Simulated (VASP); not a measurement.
# A VASP study of PIr2 (optB86b-vdW): structure first, properties next, part 4 of 4

Wanted: the relaxed cell of PIr2 and its properties. The start is a cell from a database of measured crystal structures.

VASP 6.6.1; optB86b-vdW; plane waves and PAW (P, Ir).

Still holding for the runs below: This run has no spin polarisation. Its electron count is odd, so without a moment it is a metal by construction.

So far. Step 10 (Volume scan with optB86b-vdW (run 4)): The run ends at a pressure of -0.01 GPa.

## Step 11: Volume scan with optB86b-vdW (run 5)

The input, INCAR:

```
SYSTEM = PIr2
PREC = Accurate
ENCUT = 400
EDIFF = 1E-06
NELM = 100
ISMEAR = 0
SIGMA = 0.05
LREAL = .FALSE.
ALGO = Normal
GGA = MK
AGGAC = 0
LUSE_VDW = .TRUE.
PARAM1 = 0.1234
PARAM2 = 1
LASPH = .TRUE.
NBANDS = 17
LORBIT = 11
LWAVE = .FALSE.
LCHARG = .FALSE.
KPAR = 2
ISIF = 2
```

The input, POSCAR:

```
PIr2
1.0
    0.0000000000      2.8073681833      2.8073681833
    2.8073681833      0.0000000000      2.8073681833
    2.8073681833      2.8073681833      0.0000000000
P Ir
1 2
Direct
    0.0000000000      0.0000000000      0.0000000000
    0.2500000000      0.2500000000      0.2500000000
    0.7500000000      0.7500000000      0.7500000000
```

The input, KPOINTS:

```
Automatic mesh
0
Gamma
7 7 7
0 0 0
```

Potentials, in the order of the species: P and Ir (PBE family, release 64).

Run with:

```bash
mpirun -np 2 vasp_std
```

Log:

```text
[... set-up lines as in an earlier step ...]
 entering main loop
       N       E                     dE             d eps       ncg     rms          rms(c)
DAV:   1     0.167152177434E+03    0.16715E+03   -0.89084E+03   680   0.102E+03
DAV:   2    -0.103125809907E+02   -0.17746E+03   -0.16939E+03   681   0.321E+02
DAV:   3    -0.192261328328E+02   -0.89136E+01   -0.86682E+01   902   0.722E+01
DAV:   4    -0.193682148263E+02   -0.14208E+00   -0.14190E+00   768   0.988E+00
[...]
DAV:  10    -0.183593867125E+02    0.43103E-04   -0.53552E-04   877   0.232E-01    0.418E-02
DAV:  11    -0.183593759352E+02    0.10777E-04   -0.46366E-05   893   0.722E-02    0.300E-02
DAV:  12    -0.183593757004E+02    0.23480E-06   -0.36517E-06   843   0.143E-02
   1 F= -.18359376E+02 E0= -.18358134E+02  d E =-.248244E-02
```

Wall time 28 s (2 MPI ranks of AMD EPYC 7R43, shared host); peak memory 0.57 GiB; 54 s of CPU time.

From OUTCAR (step 11):

```text
  Total       -1.4879090     -1.4879090     -1.4879090     -0.0000000      0.0000000     -0.0000000
  in kB      -53.8714720    -53.8714720    -53.8714720     -0.0000000      0.0000000     -0.0000000
  external PRESSURE =     -53.8714720 kB  Pullay stress =       0.0000000 kB

 POSITION                                       TOTAL-FORCE (eV/Angst)
 -----------------------------------------------------------------------------------
      0.00000      0.00000      0.00000        -0.000000     -0.000000     -0.000000
      1.40368      1.40368      1.40368        -0.000000     -0.000000     -0.000000
      4.21105      4.21105      4.21105         0.000000      0.000000      0.000000
 -----------------------------------------------------------------------------------
    total drift:                                0.000000      0.000000      0.000000

  FREE ENERGIE OF THE ION-ELECTRON SYSTEM (eV)
  ---------------------------------------------------
  free  energy   TOTEN  =       -18.3593757004 eV

  energy  without entropy=      -18.3568932615  energy(sigma->0) =      -18.35813448

[... 1 part as in an earlier step ...]

[... 2 further parts left out ...]
[key lines of the parts left out:]
E-fermi :   9.0729
```

The pressure falls from -0.01 to -5.39 GPa.

The run ends at a pressure of -5.39 GPa.

## Step 12: Volume scan with optB86b-vdW (run 6)

INCAR is that of step 11.

The input, POSCAR:

```
PIr2
1.0
    0.0000000000      2.8255983577      2.8255983577
    2.8255983577      0.0000000000      2.8255983577
    2.8255983577      2.8255983577      0.0000000000
P Ir
1 2
Direct
    0.0000000000      0.0000000000      0.0000000000
    0.2500000000      0.2500000000      0.2500000000
    0.7500000000      0.7500000000      0.7500000000
```

KPOINTS is that of step 11.

Run with:

```bash
mpirun -np 2 vasp_std
```

Log:

```text
[... set-up lines as in an earlier step ...]
 entering main loop
       N       E                     dE             d eps       ncg     rms          rms(c)
DAV:   1     0.163119662900E+03    0.16312E+03   -0.89332E+03   680   0.102E+03
DAV:   2    -0.104610846217E+02   -0.17358E+03   -0.16547E+03   681   0.315E+02
DAV:   3    -0.191631566590E+02   -0.87021E+01   -0.84574E+01   922   0.712E+01
DAV:   4    -0.193172552389E+02   -0.15410E+00   -0.15387E+00   789   0.100E+01
[...]
DAV:  10    -0.183171052179E+02    0.40167E-04   -0.57610E-04   875   0.240E-01    0.466E-02
DAV:  11    -0.183170971214E+02    0.80965E-05   -0.47181E-05   888   0.752E-02    0.291E-02
DAV:  12    -0.183170967517E+02    0.36965E-06   -0.33533E-06   866   0.151E-02
   1 F= -.18317097E+02 E0= -.18315745E+02  d E =-.270443E-02
```

Elapsed: 28 s, on 2 MPI ranks; peak memory 0.58 GiB.

OUTCAR, selected parts (step 12):

```text
  Total       -2.8600277     -2.8600277     -2.8600277     -0.0000000     -0.0000000     -0.0000000
  in kB     -101.5592617   -101.5592617   -101.5592617     -0.0000000     -0.0000000     -0.0000000
  external PRESSURE =    -101.5592617 kB  Pullay stress =       0.0000000 kB

 POSITION                                       TOTAL-FORCE (eV/Angst)
 -----------------------------------------------------------------------------------
      0.00000      0.00000      0.00000        -0.000000     -0.000000      0.000000
      1.41280      1.41280      1.41280         0.000000      0.000000      0.000000
      4.23840      4.23840      4.23840        -0.000000     -0.000000     -0.000000
 -----------------------------------------------------------------------------------
    total drift:                                0.000000      0.000000      0.000000

  FREE ENERGIE OF THE ION-ELECTRON SYSTEM (eV)
  ---------------------------------------------------
  free  energy   TOTEN  =       -18.3170967517 eV

  energy  without entropy=      -18.3143923245  energy(sigma->0) =      -18.31574454

[... 1 part as in an earlier step ...]

[... 2 further parts left out ...]
[key lines of the parts left out:]
E-fermi :   8.7888
```

The pressure falls from -5.39 to -10.16 GPa.

The run ends at a pressure of -10.16 GPa.

## Step 13: Volume scan with optB86b-vdW (run 7)

A prediction first. A parabola through the 6 pressures of evenly scaled cells so far, P = -0.03 -286.9 t +749 t² GPa with t = ln(V/V₁) and V₁ the volume at scale 1, gives -14.21 GPa at t = +0.0583.

INCAR is that of step 12.

The input, POSCAR:

```
PIr2
1.0
    0.0000000000      2.8435962847      2.8435962847
    2.8435962847      0.0000000000      2.8435962847
    2.8435962847      2.8435962847      0.0000000000
P Ir
1 2
Direct
    0.0000000000      0.0000000000      0.0000000000
    0.2500000000      0.2500000000      0.2500000000
    0.7500000000      0.7500000000      0.7500000000
```

KPOINTS is that of step 12.

Run with:

```bash
mpirun -np 2 vasp_std
```

Log:

```text
[... set-up lines as in an earlier step ...]
 entering main loop
       N       E                     dE             d eps       ncg     rms          rms(c)
DAV:   1     0.165674625130E+03    0.16567E+03   -0.88537E+03   680   0.102E+03
DAV:   2    -0.100916385380E+02   -0.17577E+03   -0.16738E+03   681   0.316E+02
DAV:   3    -0.190684418984E+02   -0.89768E+01   -0.86855E+01   881   0.704E+01
DAV:   4    -0.192418151914E+02   -0.17337E+00   -0.17305E+00   834   0.105E+01
[...]
DAV:  10    -0.182505618111E+02    0.39606E-04   -0.63461E-04   891   0.250E-01    0.529E-02
DAV:  11    -0.182505548223E+02    0.69888E-05   -0.51592E-05   886   0.782E-02    0.288E-02
DAV:  12    -0.182505543857E+02    0.43663E-06   -0.34733E-06   834   0.163E-02
   1 F= -.18250554E+02 E0= -.18249110E+02  d E =-.288969E-02
```

Wall time 31 s (2 MPI ranks); peak memory 0.58 GiB.

Parts of OUTCAR (step 13):

```text
  Total       -4.1255259     -4.1255259     -4.1255259     -0.0000000     -0.0000000     -0.0000000
  in kB     -143.7328692   -143.7328692   -143.7328692     -0.0000000     -0.0000000     -0.0000000
  external PRESSURE =    -143.7328692 kB  Pullay stress =       0.0000000 kB

 POSITION                                       TOTAL-FORCE (eV/Angst)
 -----------------------------------------------------------------------------------
      0.00000      0.00000      0.00000        -0.000000      0.000000      0.000000
      1.42180      1.42180      1.42180        -0.000000     -0.000000     -0.000000
      4.26539      4.26539      4.26539         0.000000      0.000000      0.000000
 -----------------------------------------------------------------------------------
    total drift:                                0.000000      0.000000      0.000000

  FREE ENERGIE OF THE ION-ELECTRON SYSTEM (eV)
  ---------------------------------------------------
  free  energy   TOTEN  =       -18.2505543857 eV

  energy  without entropy=      -18.2476646926  energy(sigma->0) =      -18.24910954

[... 1 part as in an earlier step ...]

[... 2 further parts left out ...]
[key lines of the parts left out:]
E-fermi :   8.5156
```

The pressure falls from -10.16 to -14.37 GPa. The parabola predicted -14.21 GPa, +0.17 GPa off.

## Step 14: The series together

Times are for 2 MPI ranks of AMD EPYC 7R43, shared host. Results by setting:

```csv
no.,volume scale,energy above the lowest point (meV/atom),pressure (GPa),time,memory (GiB)
1,0.94,52.4,20.61,27 s,0.58
2,0.96,22.3,12.90,28 s,0.57
3,0.98,5.33,6.054,30 s,0.58
4,1,0,-0.01173,31 s,0.57
5,1.02,4.98,-5.387,28 s,0.57
6,1.04,19.11,-10.16,28 s,0.58
7,1.06,41.32,-14.37,31 s,0.58
```

## Step 15: Fit for optB86b-vdW

This step: Birch-Murnaghan fit, optB86b-vdW; plane waves and PAW (VASP 6.6.1).

No new run; the numbers come from the runs before.

Numbers from this step:

```yaml
pressure_derivative_of_the_bulk_modulus: 5.033
r_m_s_error_of_the_fit: 3.02e-6 eV/atom
minimum_inside_the_sampled_range: yes
bulk_modulus: 285.4 GPa
equilibrium_volume_of_the_fit: 14.46 Å³/atom
```

Table of energy above the fitted minimum by volume:

```csv
volume (Å³/atom),energy above the fitted minimum (eV/atom)
13.594,0.0524
13.883,0.0223
14.172,0.00533
14.461,-1.6e-7
14.751,0.00498
15.040,0.0191
15.329,0.0413
```

The fitted volume lies -0.01 % from the relaxed one.

## Step 16: Independent-particle dielectric function (optB86b-vdW)

This step: optB86b-vdW; plane waves and PAW (P, Ir) (VASP 6.6.1).

LOPTICS sums transitions from filled to empty bands. The mesh is finer than in the run before. NBANDS is raised for it.

INCAR, as its differences from that of step 13:

```diff
@@ -15,3 +15,3 @@
 LASPH = .TRUE.
-NBANDS = 17
+NBANDS = 35
 LORBIT = 11
@@ -20,2 +20,4 @@
 KPAR = 2
-ISIF = 2
+LOPTICS = .TRUE.
+NEDOS = 1500
+CSHIFT = 0.1
```

The input, POSCAR:

```
PIr2
1.0
    0.0000000000      2.7888981211      2.7888981211
    2.7888981211      0.0000000000      2.7888981211
    2.7888981211      2.7888981211      0.0000000000
P Ir
1 2
Direct
    0.0000000000      0.0000000000      0.0000000000
    0.2500000000      0.2500000000      0.2500000000
    0.7500000000      0.7500000000      0.7500000000
```

The input, KPOINTS:

```
Automatic mesh
0
Gamma
10 10 10
0 0 0
```

Run with:

```bash
mpirun -np 2 vasp_std
```

Log:

```text
[... set-up lines as in an earlier step ...]
 entering main loop
       N       E                     dE             d eps       ncg     rms          rms(c)
DAV:   1     0.161480380829E+03    0.16148E+03   -0.75711E+03  3290   0.490E+02
DAV:   2    -0.113312478039E+02   -0.17281E+03   -0.14761E+03  3567   0.169E+02
DAV:   3    -0.192655168868E+02   -0.79343E+01   -0.77994E+01  4048   0.423E+01
DAV:   4    -0.193625792967E+02   -0.97062E-01   -0.96979E-01  4004   0.439E+00
DAV:   5    -0.193648861146E+02   -0.23068E-02   -0.23066E-02  4235   0.658E-01    0.227E+01
DAV:   6    -0.184627792438E+02    0.90211E+00   -0.88392E-01  4537   0.910E+00    0.897E+00
DAV:   7    -0.183877691733E+02    0.75010E-01   -0.66748E-02  3970   0.133E+00    0.458E+00
DAV:   8    -0.183658091192E+02    0.21960E-01   -0.22336E-02  3743   0.602E-01    0.629E-01
DAV:   9    -0.183654739650E+02    0.33515E-03   -0.64809E-04  4091   0.127E-01    0.334E-01
DAV:  10    -0.183654497873E+02    0.24178E-04   -0.20887E-04  4109   0.942E-02    0.482E-02
DAV:  11    -0.183654384958E+02    0.11292E-04   -0.19776E-05  4320   0.364E-02    0.188E-02
DAV:  12    -0.183654389921E+02   -0.49626E-06   -0.80907E-07  3547   0.565E-03
   1 F= -.18365439E+02 E0= -.18365343E+02  d E =-.192951E-03
 optical routines
 imaginary and real dielectric function
 recalculating local potential from charge density
 direction            1
 direction            2
 direction            3
```

It took 50 s on 2 MPI ranks; peak memory 0.67 GiB.

From OUTCAR (step 16):

```text
   k-points           NKPTS =     47   k-points in BZ     NKDIM =     47   number of bands    NBANDS=     35

   NELECT =      23.0000    total number of electrons

 E-fermi :   9.5480

 k-point     1 :       0.0000    0.0000    0.0000
  band No.  band energies     occupation
    ...
      5       3.8098      2.00000
      6       3.8098      2.00000
      7       8.9952      2.00000
      8       8.9952      2.00000
      9       8.9952      2.00000
     10       9.9125      0.00000
     11      11.0837      0.00000
     12      11.0837      0.00000
     13      13.8358      0.00000
     14      13.8358      0.00000
    ...

  Total        0.0430036      0.0430036      0.0430036      0.0000000     -0.0000000      0.0000000
  in kB        1.5881369      1.5881369      1.5881369      0.0000000     -0.0000000      0.0000000
  external PRESSURE =       1.5881369 kB  Pullay stress =       0.0000000 kB

 POSITION                                       TOTAL-FORCE (eV/Angst)
 -----------------------------------------------------------------------------------
      0.00000      0.00000      0.00000        -0.000000     -0.000000      0.000000
      1.39445      1.39445      1.39445         0.000000      0.000000      0.000000
      4.18335      4.18335      4.18335        -0.000000     -0.000000     -0.000000
 -----------------------------------------------------------------------------------
    total drift:                                0.000000      0.000000     -0.000000

  FREE ENERGIE OF THE ION-ELECTRON SYSTEM (eV)
  ---------------------------------------------------
  free  energy   TOTEN  =       -18.3654389921 eV

  energy  without entropy=      -18.3652460411  energy(sigma->0) =      -18.36534252

Total vdW correction in eV:      2.8091722

Total vdW correction in eV:      2.8091722

 plasma frequency squared (from intraband transitions) (eV^2)
  --------------------------------------------------------------------------------------
       8.308      -0.000      -0.000
      -0.000       8.308      -0.000
       0.000       0.000       8.308

[... 7 parts as in an earlier step ...]

[... 9 further parts left out ...]
```

These are independent-particle spectra without excitons or local fields, and fine structure depends on the mesh and on CSHIFT. The intraband (Drude) part is not in this spectrum.

Numbers from this step:

```yaml
bands: 35
irreducible_k_points: 47
free_energy_toten: -18.37 eV
energy_at_zero_smearing: -18.37 eV
fermi_energy: 9.548 eV
pressure: 0.1588 GPa
```

The imaginary dielectric function, xx has structure finer than the step of the table below, so its rows give means over 0.5 eV, whole bins alone (the curve runs from 0 to 25.0 eV). Peaks (eV: height): 0.59: 48.8, 2.41: 17.5, 4.05: 14.0, 6.05: 13.0.

Table of imaginary dielectric function, xx by photon energy; means over each step:

```
photon energy (eV)  imaginary dielectric function, xx
               0.5                               25.2
               1.0                               8.56
               1.5                               5.35
               2.0                               7.66
               2.5                               15.1
               3.0                               14.6
               3.5                               8.80
               4.0                               12.0
               4.5                               10.9
               5.0                               8.45
               5.5                               8.11
               6.0                               11.9
               6.5                               10.1
               7.0                               7.39
               7.5                               5.80
               8.0                               6.37
               8.5                               5.99
               9.0                               6.31
               9.5                               5.98
              10.0                               5.18
              10.5                               6.56
              11.0                               6.45
              11.5                               5.02
              12.0                               4.45
              12.5                               4.21
              13.0                               4.18
              13.5                               4.46
              14.0                               3.60
              14.5                               3.04
              15.0                               2.36
              15.5                               2.15
              16.0                               2.26
              16.5                               1.70
              17.0                               1.44
              17.5                               1.25
              18.0                               1.16
              18.5                               1.18
              19.0                               1.03
              19.5                               1.01
              20.0                              0.909
              20.5                              0.775
              21.0                              0.826
              21.5                              0.817
              22.0                              0.772
              22.5                              0.925
              23.0                              0.954
              23.5                              0.845
              24.0                              0.849
              24.5                              0.795
```

Real dielectric function, xx against photon energy:

photon energy (eV), real dielectric function, xx and a bar from the least value:
```
      0.0       47.6 ##############################
      0.5       44.8 ############################
      1.0        7.1 ######
      1.5       13.9 ##########
      2.0       16.6 ###########
      2.5       12.4 #########
      3.0        6.7 #####
      3.5        5.7 #####
      4.0        8.8 #######
      4.5        3.5 ####
      5.0        2.6 ###
      5.5        6.2 #####
      6.0        4.6 ####
      6.5        0.5 ##
      7.0       -1.1 #
      7.5        0.1 ##
      8.0        1.3 ##
      8.5        0.2 ##
      9.0        0.7 ##
      9.5        0.0 #
     10.0        0.6 ##
     10.5        1.5 ##
     11.0       -0.6 #
     11.5       -1.6 #
     12.0       -1.1 #
     12.5       -1.2 #
     13.0       -1.1 #
     13.5       -1.5 #
     14.0       -1.6 #
     14.5       -2.5 
     15.0       -1.8 
     15.5       -1.7 
     16.0       -1.8 
     16.5       -1.4 #
     17.0       -1.3 #
     17.5       -1.2 #
     18.0       -0.9 #
     18.5       -0.9 #
     19.0       -0.7 #
     19.5       -0.6 #
     20.0       -0.6 #
     20.5       -0.4 #
     21.0       -0.2 #
     21.5       -0.2 #
     22.0       -0.2 #
     22.5       -0.1 #
     23.0       -0.1 #
     23.5       -0.2 #
     24.0       -0.1 #
     24.5       -0.1 #
```

## Step 17: Outcome

| Property | Result |
| --- | --- |
| relaxed volume | 14.46 Å³/atom |
| relaxed conventional cell a, b, c | 5.578, 5.578, 5.578 Å |
| space group after relaxing, within 0.02 Å | Fm-3m (No. 225) |
| band gap | none, a metal |
| DOS at the Fermi level | 0.965 states/eV/cell |
| bulk modulus from the fit | 285 GPa |
| volume from the fit | 14.5 Å³/atom |

What this shows: With optB86b-vdW, PIr2 relaxes to 14.46 Å³/atom in space group Fm-3m (held by the symmetry of the run), comes out as a metal and has a bulk modulus of 285 GPa. Against the listed cell the volume lies +2.3 %. Bands along the symmetry lines (optB86b-vdW): Of the bands kept, 3 cross the Fermi level on this path. Spin-orbit coupling is left out, and with elements this heavy it would split and shift bands near the Fermi level. The k-sampling is coarse for a metal, so the Fermi level, pressures and the shape of the cell carry errors. With an odd electron count and no spin the cell is a metal by construction. No search among competing phases was made, and a listed structure need not be the one stable at ambient conditions. All values are for a static lattice at zero temperature.

[Lines on the potential files, build, host, timing and source positions are cut from VASP's logs without a mark.]

[Logs are printed without paths, hosts, clocks, repeated set-up lines and the standing remarks that a program may print on its own settings, such as how far it seeks lower states.]

[Hosts, paths, dates, database ids (printed as entryN), source tags and the programs' standing remarks are cut or masked in the printed files.]

[A measured line is paired with the nearest computed mode of its activity, which favours agreement.]
